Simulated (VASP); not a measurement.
A run of VASP 6.6.1:

File POSCAR:

```
Ge7Au
1.0
    5.7979500000      0.0000000000      0.0000000000
    0.0000000000      5.7979500000      0.0000000000
    0.0000000000      0.0000000000      5.7979500000
Ge Au
7 1
Direct
    0.2510200000      0.2510200000      0.2510200000
    0.0000000000      0.5000000000      0.5000000000
    0.5000000000      0.5000000000      0.0000000000
    0.5000000000      0.0000000000      0.5000000000
    0.7489800000      0.2510200000      0.7489800000
    0.7489800000      0.7489800000      0.2510200000
    0.2510200000      0.7489800000      0.7489800000
    0.0000000000      0.0000000000      0.0000000000
```

File INCAR.step1:

```
PREC = Accurate ; ENCUT = 520
EDIFF = 1E-6 ; ISMEAR = -1
SIGMA = 0.05 ; LREAL = False
LASPH = True ; NELM = 60
ALGO = Normal ; ISIF = 2
LWAVE = False ; LCHARG = True
LMAXMIX = 4 ; GGA = RE
```

Contents of KPOINTS.step1:

```
regular mesh
0
Gamma
  4 4 4
```

File INCAR.step2:

```
PREC = Accurate ; ENCUT = 520
EDIFF = 1E-6 ; ISMEAR = 0
SIGMA = 0.05 ; LREAL = False
LASPH = True ; NELM = 60
ALGO = Normal ; ISIF = 2
LWAVE = False ; LCHARG = False
LMAXMIX = 4 ; GGA = RE
ICHARG = 11
```

Contents of KPOINTS.step2:

```
path GXMGRX,MR
20
line-mode
reciprocal
 0.0000000000  0.0000000000  0.0000000000  G
 0.0000000000  0.5000000000  0.0000000000  X

 0.0000000000  0.5000000000  0.0000000000  X
 0.5000000000  0.5000000000  0.0000000000  M

 0.5000000000  0.5000000000  0.0000000000  M
 0.0000000000  0.0000000000  0.0000000000  G

 0.0000000000  0.0000000000  0.0000000000  G
 0.5000000000  0.5000000000  0.5000000000  R

 0.5000000000  0.5000000000  0.5000000000  R
 0.0000000000  0.5000000000  0.0000000000  X

 0.5000000000  0.5000000000  0.0000000000  M
 0.5000000000  0.5000000000  0.5000000000  R
```

Potentials or basis: VASP PAW PBE potentials, release 64 (Ge_d, Au).

Command:

```console
$ cat potpaw_PBE.64/Ge_d/POTCAR potpaw_PBE.64/Au/POTCAR > POTCAR
$ cp INCAR.step1 INCAR
$ cp KPOINTS.step1 KPOINTS
$ mpirun -np 1 vasp_std > vasp.out
$ cp INCAR.step2 INCAR
$ cp KPOINTS.step2 KPOINTS
$ mpirun -np 1 vasp_std > vasp.out
```

Hardware: 1 thread of Intel(R) Xeon(R) Platinum 8488C (Sapphire Rapids), on a shared host.

Question: How long does it take, and how much memory?

Answer: Run time: 12 min on 1 thread of Intel(R) Xeon(R) Platinum 8488C (Sapphire Rapids), on a shared host, peak memory 1.1 GiB. Counts: scf iterations 9, k points 120.
